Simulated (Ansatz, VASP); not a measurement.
**Ta3N5 (Ta3N5 (Cmcm)) in two plane-wave programs**

Aim: how closely do two programs agree when they are given the same cell, functional and k mesh? The cell is taken from a series of runs on this material, whose earlier steps may have relaxed, scaled, displaced or heated it; both programs get it as it stands.

Method: plane waves, with VASP 6.6.1 beside it; relaxation of cell and atoms at r2SCAN, in Ansatz 0.2.0.

## Step 1: The starting structure

It takes space group Cmcm (No. 63, orthorhombic). The conventional cell has a = 3.881 Å, b = 10.277 Å, c = 10.309 Å, α = 90.00°, β = 90.00°, γ = 90.00°. Nearest to Ta lie 6 N at 2.05 to 2.14 Å. Ta has 6 N at 1.95 to 2.27 Å nearest. Nearest to N lie 3 Ta at 1.95 to 2.05 Å. Nearest to N lie 4 Ta at 2.04 to 2.27 Å. N has 4 Ta at 2.06 to 2.23 Å nearest. Farther neighbours and most contacts between anions are not listed.

As a file:

```cif
data_structure
_symmetry_space_group_name_H-M 'P 1'
_symmetry_Int_Tables_number 1
_cell_length_a 5.4927
_cell_length_b 5.4927
_cell_length_c 10.3094
_cell_angle_alpha 90.000
_cell_angle_beta 90.000
_cell_angle_gamma 138.622
_cell_volume 205.60
loop_
_atom_site_label
_atom_site_type_symbol
_atom_site_fract_x
_atom_site_fract_y
_atom_site_fract_z
_atom_site_occupancy
Ta1 Ta 0.19701 0.80299 0.25000 1
Ta2 Ta 0.86673 0.13327 0.43994 1
Ta3 Ta 0.13327 0.86673 0.56006 1
Ta4 Ta 0.13327 0.86673 0.93993 1
Ta5 Ta 0.80299 0.19701 0.75000 1
Ta6 Ta 0.86673 0.13327 0.06006 1
N7 N 0.04711 0.95289 0.38116 1
N8 N 0.69190 0.30809 0.57409 1
N9 N 0.30809 0.69190 0.42591 1
N10 N 0.69190 0.30809 0.92591 1
N11 N 0.23678 0.76322 0.75000 1
N12 N 0.30809 0.69190 0.07409 1
N13 N 0.04711 0.95289 0.11884 1
N14 N 0.95289 0.04711 0.88116 1
N15 N 0.76322 0.23678 0.25000 1
N16 N 0.95289 0.04711 0.61884 1
```

## Step 2: Ansatz: relaxation of cell and atoms, r2SCAN

Ansatz runs on its PAW soft_1 files.

The relaxed volume is the usual yardstick between codes: in a stiff, nearly cubic crystal its relative difference is about their pressure difference at one cell divided by the bulk modulus.

input.yaml

```yaml
crystal:
  lattice:
    - [1.9405725, -5.1385182, 0.0]
    - [1.9405725, 5.1385182, 0.0]
    - [0.0, 0.0, 10.3094478]
  atoms:
    - { symbol: Ta, position: [0.19701168, 0.80298832, 0.25] }
    - { symbol: Ta, position: [0.8667314, 0.1332686, 0.43993506] }
    - { symbol: Ta, position: [0.1332686, 0.8667314, 0.56006494] }
    - { symbol: Ta, position: [0.1332686, 0.8667314, 0.93993506] }
    - { symbol: Ta, position: [0.80298832, 0.19701168, 0.75] }
    - { symbol: Ta, position: [0.8667314, 0.1332686, 0.06006494] }
    - { symbol: "N", position: [0.04711473, 0.95288527, 0.38115503] }
    - { symbol: "N", position: [0.69190517, 0.30809483, 0.57408571] }
    - { symbol: "N", position: [0.30809483, 0.69190517, 0.42591429] }
    - { symbol: "N", position: [0.69190517, 0.30809483, 0.92591429] }
    - { symbol: "N", position: [0.23678193, 0.76321807, 0.75] }
    - { symbol: "N", position: [0.30809483, 0.69190517, 0.07408571] }
    - { symbol: "N", position: [0.04711473, 0.95288527, 0.11884497] }
    - { symbol: "N", position: [0.95288527, 0.04711473, 0.88115503] }
    - { symbol: "N", position: [0.76321807, 0.23678193, 0.25] }
    - { symbol: "N", position: [0.95288527, 0.04711473, 0.61884497] }
basis:
  ecutwfc: 500
  xc_grid: 2
hamiltonian:
  xc: r2scan
  pseudopotentials: { kind: paw, azcp: { folder: soft_1 } }
kpoints:
  mp_grid: { grid: [7, 7, 3] }
scf:
  occupations: { method: fermi_dirac, width: 0.01 }
  max_iter: 150
output:
  forces: true
  stress: true
relax:
  f_tol: 0.01
  max_steps: 60
  cell: {}
checkpoint:
  write: "../r2scan.run"
  compress: false
  write_wavefunctions: false
  write_every: 100000
```

Started as:

```
$ ansatz run input.yaml --threads 4 --pin off --max-ram 6594MiB --backend cpu --events-out ev --progress --plain --runs-dir out
```

Numbers of over 12 decimals in the logs are rounded to 6 here.

The log of the run:

```text
Engine: ansatz 0.2.0, aarch64-unknown-linux-gnu
Pseudopotentials: kind: paw
Pseudopotential: Ta, paw, valence charge 13, recommended cutoff 500 eV (meta_gga), soft_1/Ta.paw.azcp
Pseudopotential: N, paw, valence charge 5, recommended cutoff 500 eV (meta_gga), soft_1/N.paw.azcp
Functional definition: r2SCAN
  parameter k0 = 0.174
  parameter k1 = 0.065
  parameter a1 = 4.9479
  exchange = r2scan_x(k0 = k0, k1 = k1, a1 = a1)
  correlation = r2scan_c
Crystal: 16 atoms, lattice volume = 205.605 Å³
Basis set: ecut = 500 eV, 5125 PW (Γ), exchange–correlation on 90×90×160 points (8 copies of the dense FFT grid, shifted against one another)
Bands: 80, of which v1, the nominal top of the filled ones, is band 64 counted from 1 (63 counted from 0)
Symmetry: 8 space group operations
Space group: Cmcm (ITA 63), of the structure as read, at distance tolerance 5.9e-5 Å
k-points: 32 of 147
Non-local potential: Ta, projectors of the file, l = 0: 3, l = 1: 2, l = 2: 2, l = 3: 1
Non-local potential: N, projectors of the file, l = 0: 2, l = 1: 2, l = 2: 1
PAW form: soft (Blöchl's): semilocal exchange-correlation on the pseudo side does not see the compensation charge
PAW frozen core: Ta, regenerated for the run's functional (the file was generated under x = pbe(κ = 0.804, μ = 0.219515), c = pbe(β = 0.066725))
PAW frozen core: N, regenerated for the run's functional (the file was generated under x = pbe(κ = 0.804, μ = 0.219515), c = pbe(β = 0.066725))
PAW one-centre angular grid: Ta, 590 points (default); XC on 160 Gauss nodes
PAW one-centre angular grid: N, 302 points (default); XC on 160 Gauss nodes
Initial density: superposition of atomic densities (chi_scale 0.1, normalization cell, long waves kept (reshape's long-wave potential 0.01 eV rms))
Initial wavefunctions: pseudopotential atomic-orbital guess
Functional: x = r2scan, c = r2scan; τ floored in thin density (d = 2e-4 eV/Å³)
SCF iter   1: F=—  HF=-63545.246209 eV  |F-HF|=—  |Δ(HF+E_count)|=         —  Δρ=1.15e-1  dr2=3.14e1  dr2_τ=4.60e0  ethr=3.10e-3  ⟨swp⟩=6.0  Hψ=9436  notcnv=0  defer=119
preconditioner: auto → Resta (q_TF=auto, 2.521 Å⁻¹)  ε∞=5.5  [insulator: Δε(μ)=3.049 eV  Ē_g=10.867 eV  σ=0.010 eV  W_gap=1.00  n_scr=60 (ndim 8)  ℏωp=23.2 eV  f_vac=0.013  D(μ)=0.00/eV (n_scr^D=0)  ε∞_Penn≈5.5]
SCF iter   2: F=—  HF=-63539.048113 eV  |F-HF|=—  |Δ(HF+E_count)|=    6.20e0  Δρ=4.47e-2  dr2=2.40e0  dr2_τ=1.51e0  ethr=3.10e-3  ⟨swp⟩=4.0  Hψ=6428  notcnv=0  defer=321
SCF iter   3: F=—  HF=-63539.612275 eV  |F-HF|=—  |Δ(HF+E_count)|=   5.64e-1  Δρ=2.46e-2  dr2=9.52e-1  dr2_τ=4.25e-2  ethr=1.87e-3  ⟨swp⟩=2.0  Hψ=2589  notcnv=0  defer=129
automatic band count: iteration 3 solves 74 bands in place of 80: the levels show a gap, and the empty bands left out lie too high to hold charge; the band table lists the bands solved (type scf.n_extra_bands for more)
SCF iter   4: F=—  HF=-63539.677736 eV  |F-HF|=—  |Δ(HF+E_count)|=   6.55e-2  Δρ=4.99e-3  dr2=6.16e-2  dr2_τ=8.03e-3  ethr=7.44e-4  ⟨swp⟩=2.0  Hψ=3672  notcnv=0  defer=129
SCF iter   5: F=—  HF=-63539.674685 eV  |F-HF|=—  |Δ(HF+E_count)|=   3.05e-3  Δρ=2.12e-3  dr2=1.07e-2  dr2_τ=8.51e-4  ethr=4.81e-5  ⟨swp⟩=2.6  Hψ=3585  notcnv=0  defer=129
SCF iter   6: F=—  HF=-63539.675978 eV  |F-HF|=—  |Δ(HF+E_count)|=   1.29e-3  Δρ=8.73e-4  dr2=2.09e-3  dr2_τ=2.67e-4  ethr=8.40e-6  ⟨swp⟩=2.7  Hψ=4045  notcnv=0  defer=118
SCF iter   7: F=—  HF=-63539.675742 eV  |F-HF|=—  |Δ(HF+E_count)|=   2.36e-4  Δρ=2.03e-4  dr2=1.01e-4  dr2_τ=1.32e-5  ethr=1.64e-6  ⟨swp⟩=2.1  Hψ=3704  notcnv=0  defer=118
SCF iter   8: F=—  HF=-63539.675787 eV  |F-HF|=—  |Δ(HF+E_count)|=   4.51e-5  Δρ=9.58e-5  dr2=2.45e-5  dr2_τ=2.19e-6  ethr=7.88e-8  ⟨swp⟩=2.0  Hψ=3558  notcnv=0  defer=118
SCF iter   9: F=—  HF=-63539.675834 eV  |F-HF|=—  |Δ(HF+E_count)|=   4.67e-5  Δρ=4.18e-5  dr2=3.96e-6  dr2_τ=4.60e-7  ethr=1.91e-8  ⟨swp⟩=2.0  Hψ=3554  notcnv=0  defer=118
SCF iter  10: F=—  HF=-63539.675833 eV  |F-HF|=—  |Δ(HF+E_count)|=   5.06e-7  Δρ=1.28e-5  dr2=4.03e-7  dr2_τ=6.06e-8  ethr=3.09e-9  ⟨swp⟩=2.0  Hψ=3516  notcnv=0  defer=118
SCF iter  11: F=-63539.675834 eV  HF=-63539.675834 eV  |F-HF|=7.35e-9  |Δ(HF+E_count)|=   6.30e-8  Δρ=3.33e-6  dr2=2.54e-8  dr2_τ=1.76e-9  ethr=7.81e-11  ⟨swp⟩=4.9  Hψ=8152  notcnv=0
SCF 1 converged in 11 iterations: F = -63539.675834 eV  dr2 = 2.54e-8
  greatest PAW one-centre occupation: 1.000 electrons in one spin orbital (limit 2), on the Ta atom at site 4 (counted from 0), in its partial waves of l = 0
relax step   1: F+E_penalty+E_count = -63539.67583354 eV  Δ(F+E_penalty+E_count) = +0.000e0 eV  max|allowed force component| = 6.440e-2 eV/Å  Δτ_max = 0.0000 Å  P = -1.478 GPa  Ω = 205.605 Å³  (11 SCF iters, dr2 threshold 1.00e-7 eV, accepted)
[...]
relax step   3: F+E_penalty+E_count = -63539.68156064 eV  Δ(F+E_penalty+E_count) = -3.763e-4 eV  max|allowed force component| = 8.877e-3 eV/Å  Δτ_max = 0.0009 Å  P = +0.009 GPa  Ω = 204.510 Å³  energy of the carried Pulay correction = +3.565e-4 eV  (5 SCF iters, dr2 threshold 7.19e-7 eV, accepted)
[...]
relax step   4: F+E_penalty+E_count = -63539.68161665 eV  Δ(F+E_penalty+E_count) = -5.601e-5 eV  max|allowed force component| = 3.794e-3 eV/Å  Δτ_max = 0.0016 Å  P = +0.003 GPa  Ω = 204.511 Å³  energy of the carried Pulay correction = +3.561e-4 eV  (6 SCF iters, dr2 threshold 2.41e-8 eV, accepted)
[...]
relax step   5: F+E_penalty+E_count = -63539.68125430 eV  Δ(F+E_penalty+E_count) = +3.623e-4 eV  max|allowed force component| = 3.588e-3 eV/Å  Δτ_max = 0.0000 Å  P = +0.004 GPa  Ω = 204.511 Å³  stress off target by 1.24e-2 GPa  SCF on the basis re-selected at this cell (its energy is not comparable with the rows above)  (4 SCF iters)
basis re-selected at this cell: Δ(F+E_penalty+E_count) = +3.623e-4 eV, ΔP = +0.001 GPa vs the last step (what re-selecting the basis moved, of the pressure what is left beyond the Pulay correction that the steps carried, after the strain that the cell walked since its last selection, with what the two solves' SCF thresholds leave and, on support functions, any second-order correction that the steps lacked; it is no measure of the basis error at this ecutwfc). The dense FFT grid was sized anew with the basis: this SCF ran on 40×40×80 points, the steps before it on 45×45×80, so part of this shift can come from that change (see relax.cell in the input reference). [rest of the remark cut]
SCF converged after 4 iterations
Free energy (F): -63539.681254 eV
Harris-Foulkes:  -63539.681254 eV  (|F-HF|=1.46e-11)
Internal energy: -63539.681254 eV  (E = F + TS)
E sigma→0 (E₀):  -63539.681254 eV
Fermi energy:    12.422450 eV
--- Per-component energies (eV) ---
  E_band       = -1122.651285
  E_kinetic    = 3631.194729
  E_local      = -7345.249518  (includes V_loc(G=0)·N_el)
  E_nonlocal   = 290.928515
  E_hartree    = 2697.388516
  E_xc         = -2417.994565
  E_vxc        = -2382.789417  (∫ρ·V_xc dr)
  E_paw        = -51294.645795  (= ΣΔE_a)
  E_vpaw       = -835.448201  (= ΣTr[D̂ρ^β])
  E_aug_tail   = 0.000490  (compensation charges beyond the density's cutoff)
  E_vtau       = 123.934666  (kinetic-family band-sum trace: ∫τ·v_τ [+ j·A + Jᵃ·Aᵃ] dr)
  E_ewald      = -9096.468752
  E_core_change = -4.834875  (= ΣΔE_core)
  E_smearing   = -0.000000  (= −TS)
  E_closure    = -0.000000  (closes the sum)
  Σ components = -63539.681254   (vs F -63539.681254, Δ=0.00e0)
--- Forces (eV/Å), atoms counted from 1 ---
  atom   1  Ta     0.00000000     0.00319594     0.00000000
  atom   2  Ta     0.00000000     0.00278094    -0.00050161
  atom   3  Ta    -0.00000000    -0.00278094     0.00050161
  atom   4  Ta    -0.00000000    -0.00278094    -0.00050161
  atom   5  Ta    -0.00000000    -0.00319594    -0.00000000
  atom   6  Ta     0.00000000     0.00278094     0.00050161
  atom   7  N      0.00000000     0.00245249     0.00089650
  atom   8  N     -0.00000000     0.00088900    -0.00141477
  atom   9  N      0.00000000    -0.00088900     0.00141477
  atom  10  N     -0.00000000     0.00088900     0.00141477
  atom  11  N     -0.00000000     0.00358774    -0.00000000
  atom  12  N      0.00000000    -0.00088900    -0.00141477
  atom  13  N      0.00000000     0.00245249    -0.00089650
  atom  14  N     -0.00000000    -0.00245249     0.00089650
  atom  15  N      0.00000000    -0.00358774     0.00000000
  atom  16  N     -0.00000000    -0.00245249    -0.00089650
  max |Σ_I F_I| component: 3.47e-18 eV/Å
--- Stress (GPa, compression-positive) ---
       -0.006319      -0.000000       0.000000
       -0.000000       0.005950      -0.000000
        0.000000      -0.000000       0.012378
  P = ⅓ Tr σ = 0.0040 GPa (0.040 kbar)
--- Relaxed structure (4 steps of the walk, 4 accepted, 1 SCFs on fresh bases) ---
  F+E_penalty+E_count = -63539.68125430 eV   max|allowed force component| = 3.588e-3 eV/Å   (the final SCF, on the basis selected at the relaxed cell)
  cell:  # Å, volume = 204.5110 Å³
    - [1.936664, -5.129074, 0.0]
    - [1.936664, 5.129074, 0.0]
    - [0.0, 0.0, 10.294223]
  atoms:
    - { symbol: Ta, position: [0.196695, 0.803305, 0.250000] }
    - { symbol: Ta, position: [0.866570, 0.133430, 0.440015] }
    - { symbol: Ta, position: [0.133430, 0.866570, 0.559985] }
    - { symbol: Ta, position: [0.133430, 0.866570, 0.940015] }
    - { symbol: Ta, position: [0.803305, 0.196695, 0.750000] }
    - { symbol: Ta, position: [0.866570, 0.133430, 0.059985] }
    - { symbol: N, position: [0.046995, 0.953005, 0.381268] }
    - { symbol: N, position: [0.692081, 0.307919, 0.574060] }
    - { symbol: N, position: [0.307919, 0.692081, 0.425940] }
    - { symbol: N, position: [0.692081, 0.307919, 0.925940] }
    - { symbol: N, position: [0.237062, 0.762938, 0.750000] }
    - { symbol: N, position: [0.307919, 0.692081, 0.074060] }
    - { symbol: N, position: [0.046995, 0.953005, 0.118732] }
    - { symbol: N, position: [0.953005, 0.046995, 0.881268] }
    - { symbol: N, position: [0.762938, 0.237062, 0.250000] }
    - { symbol: N, position: [0.953005, 0.046995, 0.618732] }
```

Reading the cycles: dr2 is the Hartree energy of the density residual (eV), the measure of convergence; HF is the Harris–Foulkes estimate of the energy, which meets the free energy F at convergence.

(Continued in part 2 of 2.)

[Lines on the potential files, build, host, timing and source positions are cut from VASP's logs without a mark.]

[Logs are printed without paths, hosts, clocks, repeated set-up lines and the standing remarks that a program may print on its own settings, such as how far it seeks lower states.]

[Hosts, paths, dates, database ids (printed as entryN), source tags and the programs' standing remarks are cut or masked in the printed files.]
